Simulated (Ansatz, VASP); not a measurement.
# TiC: VASP beside Ansatz

Wanted: the spread between two codes on one cell, functional and k mesh. The cell is a member of a volume series, scaled by 1.015 from a relaxed one, so a pressure remains.

Program: Ansatz 0.2.0. Level of theory: plane waves, with VASP 6.6.1 beside it; single point at PBE with D3(BJ). Results are calculated unless marked as measured.

## Step 1: Starting point

It takes space group Fm-3m (No. 225, cubic). Conventional cell: a = 4.314 Å, b = 4.314 Å, c = 4.314 Å, α = 90.00°, β = 90.00°, γ = 90.00°. Nearest to Ti lie 6 C at 2.16 Å. Nearest to C lie 6 Ti at 2.16 Å. Farther neighbours are not listed.

## Step 2: Ansatz: single point, PBE with D3(BJ), volume scaled by 1.015

Ansatz runs on its default PAW (the set named soft_2) files.

With cell and atoms fixed, the geometry can't cause a difference; cores, projectors, grids and the points listed under the comparison can.

Input file input.yaml:

```yaml
crystal:
  lattice:
    - [0.0, 2.15675873, 2.15675873]
    - [2.15675873, 0.0, 2.15675873]
    - [2.15675873, 2.15675873, 0.0]
  atoms:
    - { symbol: Ti, position: [0.5, 0.5, 0.5] }
    - { symbol: C, position: [0.0, 0.0, 0.0] }
hamiltonian:
  xc: pbe
  pseudopotentials: { kind: paw }
  dispersion: d3bj
kpoints:
  mp_grid: { grid: [18, 18, 18] }
scf:
  occupations: { method: methfessel_paxton, width: 0.15 }
  n_extra_bands: 4
output:
  forces: true
  stress: true
  eigenvalues: true
  write_density: true
  write_potential: true
  elf: true
  volumetric_format: npy
```

Launch:

```sh
> ansatz run input.yaml --threads 2 --pin off --max-ram 4608MiB --backend cpu --events-out ev --progress --plain --runs-dir out
```

Numbers of over 12 decimals in the logs are rounded to 6 here.

The program printed:

```text
scf.n_extra_bands = 4 over 8 filled bands (N_el = 16.0): the run solves 12 bands
Engine: ansatz 0.2.0, aarch64-unknown-linux-gnu
Pseudopotentials: kind: paw
Pseudopotential: Ti, paw, valence charge 12, recommended cutoff 420 eV (normal), Ti.paw.azcp
Pseudopotential: C, paw, valence charge 4, recommended cutoff 420 eV (normal), C.paw.azcp
Functional definition: PBE
  parameter kappa = 0.804
  parameter beta = 0.066725
  exchange = pbe_x(kappa = kappa, mu = beta*pi^2/3)
  correlation = pbe_c(beta = beta)
Crystal: 2 atoms, lattice volume = 20.065 Å³
Basis set: ecut = 420 eV, 387 PW (Γ), exchange–correlation on 48×48×48 points (8 copies of the dense FFT grid, shifted against one another)
Bands: 12, of which v1, the nominal top of the filled ones, is band 8 counted from 1 (7 counted from 0)
Symmetry: 48 space group operations
Space group: Fm-3m (ITA 225), of the structure as read, at distance tolerance 2.7e-5 Å
k-points: 195 of 5832
Non-local potential: Ti, projectors of the file, l = 0: 3, l = 1: 2, l = 2: 3, l = 3: 1
Non-local potential: C, projectors of the file, l = 0: 2, l = 1: 2, l = 2: 1
PAW form: soft (Blöchl's): semilocal exchange-correlation on the pseudo side does not see the compensation charge
PAW one-centre angular grid: Ti, 590 points (default); XC on 64 Gauss nodes
PAW one-centre angular grid: C, 110 points (default); XC on 64 Gauss nodes
Initial density: superposition of atomic densities (neutral atoms: chi_scale 0, normalization atom), corrected by the library's trained network
Initial wavefunctions: pseudopotential atomic-orbital guess
Functional: x = pbe(κ = 0.804, μ = 0.219515), c = pbe(β = 0.066725)
SCF iter   1: F=—  HF=-2753.172204 eV  |F-HF|=—  |Δ(HF+E_count)|=         —  Δρ=3.71e-3  dr2=1.94e-3  ethr=1.77e-3  ⟨swp⟩=4.3  Hψ=11593  notcnv=0
preconditioner: auto → none  [metal: Δε(μ)=0.064 eV  Ē_g=7.937 eV  σ=0.150 eV  W_gap=0.33  n_scr=8 (ndim 8)  ℏωp=23.4 eV  f_vac=0.000  D(μ)=0.32/eV (n_scr^D=0)  sad-step TF]
SCF iter   2: F=—  HF=-2753.171753 eV  |F-HF|=—  |Δ(HF+E_count)|=   4.50e-4  S|Δr|=    0.00e0  Δρ=2.33e-3  dr2=8.86e-4  ethr=1.21e-5  ⟨swp⟩=1.0  Hψ=3900  notcnv=0
SCF iter   3: F=—  HF=-2753.171649 eV  |F-HF|=—  |Δ(HF+E_count)|=   1.05e-4  S|Δr|=    0.00e0  Δρ=1.75e-4  dr2=2.21e-6  ethr=5.54e-6  ⟨swp⟩=2.1  Hψ=2668  notcnv=0
SCF iter   4: F=—  HF=-2753.171650 eV  |F-HF|=—  |Δ(HF+E_count)|=   1.03e-6  S|Δr|=    0.00e0  Δρ=3.45e-5  dr2=1.19e-7  ethr=6.25e-10  ⟨swp⟩=8.9  Hψ=15152  notcnv=0
SCF iter   5: F=-2753.171650 eV  HF=-2753.171650 eV  |F-HF|=4.55e-10  |Δ(HF+E_count)|=   3.39e-8  S|Δr|=    0.00e0  Δρ=6.27e-6  dr2=5.75e-9  ethr=6.25e-10  ⟨swp⟩=7.9  Hψ=14243  notcnv=0
SCF 1 converged in 5 iterations: F = -2753.171650 eV  dr2 = 5.75e-9
  greatest PAW one-centre occupation: 0.999 electrons in one spin orbital (limit 2), on the Ti atom at site 0 (counted from 0), in its partial waves of l = 0
SCF converged after 5 iterations
Stability not checked: this state was not tested for a lower state beside it, because cold or Methfessel-Paxton smearing, or corrected tetrahedra, fill the levels in a way that the test cannot read (fill_not_monotonic; see scf.lower_state_search)
Free energy (F): -2753.171650 eV
Harris-Foulkes:  -2753.171650 eV  (|F-HF|=4.55e-10)
Internal energy: -2753.171501 eV  (E = F + TS)
E sigma→0 (E₀):  -2753.171612 eV
Entropy (-TS):   -0.000149 eV (-0.074 meV/atom)
Fermi energy:    14.917970 eV
Step filling:    the computed levels leave a gap of 0.0095 eV = 0.1 smearing widths at the electron count; against every level under it full and every level over it empty, smearing changes F+E_penalty+E_count by -0.117 meV and its σ→0 estimate by -0.079 meV
--- Per-component energies (eV) ---
  E_band       = -107.442830
  E_kinetic    = 363.115422
  E_local      = -767.927621  (includes V_loc(G=0)·N_el)
  E_nonlocal   = 32.014237
  E_hartree    = 312.559194
  E_xc         = -147.651162
  E_vxc        = -184.411825  (∫ρ·V_xc dr)
  E_paw        = -1145.326921  (= ΣΔE_a)
  E_vpaw       = -175.349833  (= ΣTr[D̂ρ^β])
  E_aug_tail   = 0.000157  (compensation charges beyond the density's cutoff)
  E_ewald      = -1399.052156
  E_disp       = -0.902651  (pairwise vdW)
  E_smearing   = -0.000149  (= −TS)
  E_closure    = -0.000000  (closes the sum)
  Σ components = -2753.171650   (vs F -2753.171650, Δ=0.00e0)
--- Forces (eV/Å), atoms counted from 1 ---
  atom   1  Ti     0.00000000     0.00000000    -0.00000000
  atom   2  C     -0.00000000     0.00000000     0.00000000
  max |Σ_I F_I| component: 4.94e-29 eV/Å
--- Stress (GPa, compression-positive) ---
       -4.007881      -0.000000      -0.000000
        0.000000      -4.007881       0.000000
        0.000000       0.000000      -4.007881
  P = ⅓ Tr σ = -4.0079 GPa (-40.079 kbar)
--- Band table (eV; the first three rows and the last of 195) ---
  k-point 0: bands = [... 4 lower, 2.4503, 15.6103, 15.6103, 15.6103, 16.5997, 16.5997, 16.5997, 16.6583]
  k-point 1: bands = [... 4 lower, 2.5216, 15.2392, 15.4605, 15.4605, 15.9787, 15.9787, 16.8078, 17.5327]
  k-point 2: bands = [... 4 lower, 2.7320, 14.4853, 14.7996, 14.7996, 15.9895, 15.9895, 17.1160, 18.4879]
  k-point 194: bands = [... 4 lower, 5.3315, 11.6544, 11.8545, 12.2361, 17.4505, 17.9902, 18.5011, 19.9739]
```

It took 3.7 s on 2 threads of Arm Neoverse N1, shared host; peak memory 0.33 GiB.

In the SCF lines HF is the Harris–Foulkes energy and dr2 the Hartree energy of the density residual, in eV; the loop may stop once dr2 is under the threshold and the program's other checks hold. Hψ counts applications of the Hamiltonian.

The run ends at a pressure of -4.01 GPa.

## Step 3: VASP: single point, PBE with D3(BJ), volume scaled by 1.015

The same cell, functional, mesh and smearing now go to VASP, with its own data sets and cutoff.

Lines of VASP's logs that name or quote its potential files are left out, and so is its time.

The input asks for a relaxation, which ended at its first step since no free force or stress exceeded the threshold; so it serves as a single point.

Input file INCAR:

```
SYSTEM = TiC
PREC = Accurate
ENCUT = 520
EDIFF = 1E-06
NELM = 100
ISMEAR = 1
SIGMA = 0.15
LREAL = .FALSE.
ALGO = Normal
GGA = PE
IVDW = 12
NBANDS = 14
LASPH = .TRUE.
LORBIT = 11
LWAVE = .FALSE.
LCHARG = .FALSE.
KPAR = 8
IBRION = 2
NSW = 30
ISIF = 4
EDIFFG = -0.01
```

Input file POSCAR:

```
TiC
1.0
    0.0000000000      2.1567587313      2.1567587313
    2.1567587313      0.0000000000      2.1567587313
    2.1567587313      2.1567587313      0.0000000000
Ti C
1 1
Direct
    0.5000000000      0.5000000000      0.5000000000
    0.0000000000      0.0000000000      0.0000000000
```

Input file KPOINTS:

```
Automatic mesh
0
Gamma
18 18 18
0 0 0
```

Potentials, in the order of the species: Ti_sv and C (PBE family, release 64).

Launch:

```sh
> mpirun -np 8 vasp_std
```

The program printed:

```text
[banner, memory and clock lines left out]
running    8 mpi-ranks, on    1 nodes
 distrk:  each k-point on    1 cores,    8 groups
 distr:  one band on    1 cores,    1 groups

 POSCAR found type information on POSCAR TiC
 POSCAR found :  2 types and       2 ions
|                                                                             |
|           W    W    AA    RRRRR   N    N  II  N    N   GGGG   !!!           |
|           W    W   A  A   R    R  NN   N  II  NN   N  G    G  !!!           |
|           W    W  A    A  R    R  N N  N  II  N N  N  G       !!!           |
|           W WW W  AAAAAA  RRRRR   N  N N  II  N  N N  G  GGG   !            |
|           WW  WW  A    A  R   R   N   NN  II  N   NN  G    G                |
|           W    W  A    A  R    R  N    N  II  N    N   GGGG   !!!           |
|                                                                             |
|     For optimal performance we recommend to set                             |
|       NCORE = 2 up to number-of-cores-per-socket                            |
|     NCORE specifies how many cores store one orbital (NPAR=cpu/NCORE).      |
|     This setting can greatly improve the performance of VASP for DFT.       |
|     The default, NCORE=1 might be grossly inefficient on modern             |
|     multi-core architectures or massively parallel machines. Do your        |
|     Unfortunately you need to use the default for GW and RPA                |
|     calculations (for HF NCORE is supported but not extensively tested      |
|     yet).                                                                   |
|                                                                             |

 LDA part: xc-table for (Slater+PW92), standard interpolation
 POSCAR, INCAR and KPOINTS ok, starting setup
 FFT: planning ... GRIDC
 FFT: planning ... GRID_SOFT
 FFT: planning ... GRID
 WAVECAR not read
 entering main loop
       N       E                     dE             d eps       ncg     rms          rms(c)
DAV:   1     0.125771108073E+03    0.12577E+03   -0.85313E+03  5460   0.142E+03
DAV:   2    -0.125146645062E+02   -0.13829E+03   -0.12976E+03  5844   0.356E+02
DAV:   3    -0.238033805326E+02   -0.11289E+02   -0.11085E+02  8818   0.943E+01
DAV:   4    -0.242725793531E+02   -0.46920E+00   -0.46895E+00  6454   0.150E+01
DAV:   5    -0.242850562937E+02   -0.12477E-01   -0.12477E-01  7602   0.212E+00    0.185E+01
DAV:   6    -0.193258174828E+02    0.49592E+01   -0.13322E+01  7784   0.604E+01    0.695E+00
DAV:   7    -0.187431600061E+02    0.58266E+00   -0.23028E+00  6612   0.226E+01    0.511E+00
DAV:   8    -0.187174272733E+02    0.25733E-01   -0.10887E-01  6078   0.380E+00    0.349E+00
DAV:   9    -0.187085146372E+02    0.89126E-02   -0.11410E-01  6844   0.457E+00    0.692E-01
DAV:  10    -0.187081195504E+02    0.39509E-03   -0.11944E-02  7252   0.135E+00    0.672E-01
DAV:  11    -0.187059812167E+02    0.21383E-02   -0.37003E-03  5934   0.921E-01    0.238E-01
DAV:  12    -0.187058373767E+02    0.14384E-03   -0.40106E-04  6864   0.257E-01    0.436E-02
DAV:  13    -0.187058338123E+02    0.35644E-05   -0.60748E-05  6160   0.699E-02    0.116E-02
DAV:  14    -0.187058326570E+02    0.11553E-05   -0.24812E-06  6510   0.247E-02    0.418E-03
DAV:  15    -0.187058326342E+02    0.22731E-07   -0.30192E-07  3186   0.744E-03
   1 F= -.19608252E+02 E0= -.19608202E+02  d E =-.196083E+02
 curvature:   0.00 expect dE= 0.000E+00 dE for cont linesearch  0.000E+00
 trial: gam= 0.00000 g(F)=  0.120E-60 g(S)=  0.579E-32 ort = 0.000E+00 (trialstep = 0.100E+01)
 search vector abs. value=  0.100E-09
 reached required accuracy - stopping structural energy minimisation
```

Parts of OUTCAR (step 3):

```text
ion  position               nearest neighbor table
   1  0.500  0.500  0.500-   2 2.16   2 2.16   2 2.16   2 2.16   2 2.16   2 2.16
   2  0.000  0.000  0.000-   1 2.16   1 2.16   1 2.16   1 2.16   1 2.16   1 2.16

  LATTYP: Found a face centered cubic cell.
 ALAT       =     4.3135174626

 Subroutine GETGRP returns: Found 48 space group operations
 (whereof 48 operations were pure point group operations)

The static configuration has the point symmetry O_h .

 Found    195 irreducible k-points:

   k-points           NKPTS =    195   k-points in BZ     NKDIM =    195   number of bands    NBANDS=     14

   dimension x,y,z NGX =    24 NGY =   24 NGZ =   24
   dimension x,y,z NGXF=    48 NGYF=   48 NGZF=   48

   ENCUT  =  520.0 eV  38.22 Ry    6.18 a.u.   5.67  5.67  5.67*2*pi/ulx,y,z

   NELECT =      16.0000    total number of electrons

 k-points in reciprocal lattice and weights: Automatic mesh
   0.00000000  0.00000000  0.00000000       0.000
   0.05555556  0.00000000  0.00000000       0.001
   0.11111111  0.00000000  0.00000000       0.001
   0.16666667  0.00000000  0.00000000       0.001
   0.22222222  0.00000000  0.00000000       0.001
   0.27777778  0.00000000  0.00000000       0.001
   0.33333333  0.00000000  0.00000000       0.001
   0.38888889  0.00000000  0.00000000       0.001
   0.44444444  0.00000000  0.00000000       0.001
[...]
-0.27777778  0.44444444  0.22222222       0.004
  -0.27777778  0.50000000  0.22222222       0.002

 average (electrostatic) potential at core
       1 -70.9877       2 -44.2582

 E-fermi :   9.5691

 k-point     1 :       0.0000    0.0000    0.0000
  band No.  band energies     occupation
      1     -46.9954      2.00000
      2     -23.0128      2.00000
      3     -23.0128      2.00000
      4     -23.0128      2.00000
      5      -2.8957      2.00000
      6      10.2563     -0.00000
      7      10.2563     -0.00000
      8      10.2563     -0.00000
      9      11.2531     -0.00000
     10      11.2531     -0.00000
    ...

 k-point     2 :       0.0556    0.0000    0.0000
  band No.  band energies     occupation
      1     -46.9931      2.00000
      2     -23.0291      2.00000
      3     -23.0143      2.00000
      4     -23.0143      2.00000
      5      -2.8246      2.00000
      6       9.8879     -0.01043
      7      10.1084     -0.00000
      8      10.1084     -0.00000
      9      10.6249     -0.00000
     10      10.6249     -0.00000
    ...

 k-point     3 :       0.1111    0.0000    0.0000
  band No.  band energies     occupation
    ...
      4     -23.0187      2.00000
      5      -2.6149      2.00000
      6       9.1362      2.00035
      7       9.4499      1.97729
      8       9.4499      1.97729
      9      10.6343     -0.00000
     10      10.6343     -0.00000
     11      11.7639     -0.00000
     12      13.1310      0.00000
     13      13.1310      0.00000
    ...

 Edisp (eV)   -0.90242

  Total      -0.47422    -0.47422    -0.47422     0.00000     0.00000    -0.00000
  in kB     -37.86649   -37.86649   -37.86649     0.00000     0.00000    -0.00000
  external pressure =      -37.87 kB  Pullay stress =        0.00 kB

  energy-cutoff  :      520.00
  volume of cell :       20.06
      direct lattice vectors                 reciprocal lattice vectors
     0.000000000  2.156758731  2.156758731    -0.231829362  0.231829362  0.231829362
     2.156758731  0.000000000  2.156758731     0.231829362 -0.231829362  0.231829362
     2.156758731  2.156758731  0.000000000     0.231829362  0.231829362 -0.231829362

 POSITION                                       TOTAL-FORCE (eV/Angst)
 -----------------------------------------------------------------------------------
      2.15676      2.15676      2.15676         0.000000      0.000000     -0.000000
      0.00000      0.00000      0.00000        -0.000000     -0.000000      0.000000
 -----------------------------------------------------------------------------------
    total drift:                               -0.000000     -0.000000      0.000000

  FREE ENERGIE OF THE ION-ELECTRON SYSTEM (eV)
  ---------------------------------------------------
  free  energy   TOTEN  =       -19.6082518269 eV

  energy  without entropy=      -19.6081037295  energy(sigma->0) =      -19.60820246

 reached required accuracy - stopping structural energy minimisation

 total charge
# of ion       s       p       d       tot
------------------------------------------
    1        2.201   6.253   1.966  10.420
    2        0.898   1.512   0.000   2.410
--------------------------------------------------
tot          3.099   7.765   1.966  12.830

[... 3 further parts left out ...]
```

CONTCAR:

```
TiC
   1.00000000000000
     0.0000000000000000    2.1567587313000001    2.1567587313000001
     2.1567587313000001    0.0000000000000000    2.1567587313000001
     2.1567587313000001    2.1567587313000001    0.0000000000000000
  Ti              C
     1     1
Direct
     0.5000000000000000    0.5000000000000000    0.5000000000000000
     0.0000000000000000    0.0000000000000000    0.0000000000000000
```

Dispersion corrections of this kind ignore metallic screening and tend to overbind metals. The run keeps the 48 symmetry operations of its start, so it cannot find a distortion of lower symmetry.

## Step 4: Differences

Known differences besides the potentials themselves: the cutoff is 420 eV in Ansatz and 520 eV in VASP. Total energies have different zeros and are not compared.

Both answers:

| quantity | Ansatz | VASP | difference |
| --- | --- | --- | --- |
| pressure (GPa) | -4.01 | -3.79 | -0.22 |
| pressure without Ansatz's Pulay correction (GPa) | -4.28 | -3.79 | -0.50 |

Ansatz's pressure holds a Pulay correction of 0.28 GPa; VASP's holds none.

## Step 5: Other set-ups

Further runs change the set-up of one program: Ansatz's method, potentials or start, or VASP's data sets, cutoff or form of LDA. The table gives Ansatz less VASP for each quantity, since a change that brings one quantity closer may part another.

| run | pressure (GPa) |
| --- | --- |
| as above | -0.22 |
| Ansatz's all-electron LAPW method | -0.25 |

## Step 6: Summary of results

```json
{
 "difference in pressure (single point, PBE with D3(BJ), volume scaled by 1.015)": "-0.22 GPa"
}
```

What this shows: The difference in pressure is -0.22 GPa (single point, PBE with D3(BJ), volume scaled by 1.015), within the 1 GPa picked in this series as the mark of a large difference. For single point, PBE with D3(BJ), volume scaled by 1.015, no further run moves any of the tabulated differences by more than a quarter of its size. Such differences can come from data sets, numerical settings and the points named under the comparisons, not from the functional's error against experiment.

[Lines on the potential files, build, host, timing and source positions are cut from VASP's logs without a mark.]

[Logs are printed without paths, hosts, clocks, repeated set-up lines and the standing remarks that a program may print on its own settings, such as how far it seeks lower states.]

[Hosts, paths, dates, database ids (printed as entryN), source tags and the programs' standing remarks are cut or masked in the printed files.]
